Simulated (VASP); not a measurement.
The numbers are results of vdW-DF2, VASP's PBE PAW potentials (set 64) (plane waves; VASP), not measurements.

A VASP calculation is set up with these files.

INCAR:
```
AGGAC  =  0.0
ALGO  =  Normal
EDIFF  =  1E-7
ENCUT  =  520
GGA  =  ML
ISIF  =  2
ISMEAR  =  1
LASPH  =  T
LCHARG  =  F
LMAXMIX  =  6
LREAL  =  F
LUSE_VDW  =  T
LWAVE  =  F
NELM  =  100
PREC  =  Accurate
SIGMA  =  0.1
SYSTEM  =  Ir
ZAB_VDW  =  -1.8867
```

File KPOINTS:
```
Automatic mesh
0
Gamma
16 16 16
0 0 0
```

File POSCAR:
```
Ir
2.7902240
  0.0000000000   0.7071068412   0.7071068412
  0.7071068412   0.0000000000   0.7071068412
  0.7071068412   0.7071068412   0.0000000000
Ir
1
Cart
  0.0000000000   0.0000000000   0.0000000000
```

POTCAR, in this order: Ir (PBE.64 set). Program: vasp_std.

What VASP printed:

File OSZICAR:
```
       N       E                     dE             d eps       ncg     rms          rms(c)
DAV:   1     0.489687357912E+02    0.48969E+02   -0.44794E+03  2344   0.102E+03
DAV:   2    -0.467566292083E+01   -0.53644E+02   -0.51908E+02  2344   0.208E+02
DAV:   3    -0.542324180549E+01   -0.74758E+00   -0.74305E+00  3368   0.330E+01
DAV:   4    -0.542850006752E+01   -0.52583E-02   -0.52562E-02  3048   0.207E+00
DAV:   5    -0.542852322002E+01   -0.23153E-04   -0.23153E-04  3360   0.874E-02    0.120E+01
DAV:   6    -0.500704109383E+01    0.42148E+00   -0.10155E+00  2608   0.140E+01    0.456E+00
DAV:   7    -0.494890233260E+01    0.58139E-01   -0.22056E-01  3072   0.624E+00    0.135E+00
DAV:   8    -0.494539738130E+01    0.35050E-02   -0.24007E-03  2576   0.602E-01    0.295E-01
DAV:   9    -0.494532241557E+01    0.74966E-04   -0.69890E-04  2984   0.378E-01    0.510E-02
DAV:  10    -0.494533767802E+01   -0.15262E-04   -0.30961E-05  2672   0.829E-02    0.394E-03
DAV:  11    -0.494533798502E+01   -0.30699E-06   -0.75783E-07  3128   0.109E-02    0.271E-03
DAV:  12    -0.494533763147E+01    0.35354E-06   -0.31053E-07  2736   0.573E-03    0.609E-04
DAV:  13    -0.494533770166E+01   -0.70187E-07   -0.43198E-09  1416   0.743E-04
   1 F= -.49453377E+01 E0= -.49451840E+01  d E =-.461027E-03
```

**OUTCAR**
```
------------------------ aborting loop because EDIFF is reached ----------------------------------------
  FORCE on cell =-STRESS in cart. coord.  units (eV):
  Direction    XX          YY          ZZ          XY          YZ          ZX
  --------------------------------------------------------------------------------------
  Total        0.8338279      0.8338279      0.8338279      0.0000000      0.0000000      0.0000000
  in kB       86.9730494     86.9730494     86.9730494      0.0000000      0.0000000      0.0000000
  external PRESSURE =      86.9730494 kB  Pullay stress =       0.0000000 kB
  volume of cell :       15.36
      direct lattice vectors                 reciprocal lattice vectors
     0.000000000  1.972986479  1.972986479    -0.253422923  0.253422923  0.253422923
     1.972986479  0.000000000  1.972986479     0.253422923 -0.253422923  0.253422923
     1.972986479  1.972986479  0.000000000     0.253422923  0.253422923 -0.253422923
 POSITION                                       TOTAL-FORCE (eV/Angst)
 -----------------------------------------------------------------------------------
      0.00000      0.00000      0.00000        -0.000000     -0.000000      0.000000
 -----------------------------------------------------------------------------------
    total drift:                               -0.000000      0.000000     -0.000000
  FREE ENERGIE OF THE ION-ELECTRON SYSTEM (eV)
  ---------------------------------------------------
  free  energy   TOTEN  =        -4.9453377017 eV

  energy  without entropy=       -4.9448766743  energy(sigma->0) =       -4.94518403
```
(Selected blocks of OUTCAR.)

The compound is Ir in the fcc structure. This cell is one point of a volume scan, at 0.97 of the reference volume.
